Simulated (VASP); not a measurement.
Here is a VASP 6.6.1 calculation.

File INCAR:

```
SYSTEM = Ru
ALGO = Normal ; EDIFF = 1E-6
EDIFFG = -0.01 ; ENCUT = 600
GGA = PE ; IBRION = 2
ISIF = 3 ; ISMEAR = 1
LASPH = .TRUE. ; LCHARG = .FALSE.
LREAL = .FALSE. ; LWAVE = .FALSE.
NELM = 80 ; NSW = 90
PREC = Accurate ; SIGMA = 0.1
```

File KPOINTS:

```
k-points
0
G
  15 15 9
  0 0 0
```

File POSCAR:

```
Ru
1.0
    2.7058000000      0.0000000000      0.0000000000
   -1.3529000000      2.3432915400      0.0000000000
    0.0000000000      0.0000000000      4.2819000000
Ru
2
Direct
    0.3333333300      0.6666666700      0.2500000000
    0.6666666700      0.3333333300      0.7500000000
```

Potentials or basis: VASP PAW PBE potentials, release 64 (Ru_pv).

Command:

```bash
$ cat potpaw_PBE.64/Ru_pv/POTCAR > POTCAR
$ mpirun -np 1 vasp_std > vasp.out
```

Problem. Estimate the band gap on the k mesh.

Solution. None (metal or under the smearing width).

Problem. What does it give for the relaxed volume?

Solution. 13.75 Å³/atom.

The path:
| step | energy change (eV) | largest force (eV/Å) | pressure (GPa) | volume (Å³) |
| --- | --- | --- | --- | --- |
| 1 | 0.0000 | 0.0000 | 4.30 | 27.15 |
| 2 | 0.0350 | 0.0000 | -11.17 | 28.61 |
| 3 | -0.0048 | 0.0000 | -0.04 | 27.52 |
| 4 | -0.0048 | 0.0000 | 0.01 | 27.51 |

PBE usually gives volumes a little too large and moduli too small. Zero-point motion and thermal expansion aren't in these numbers.
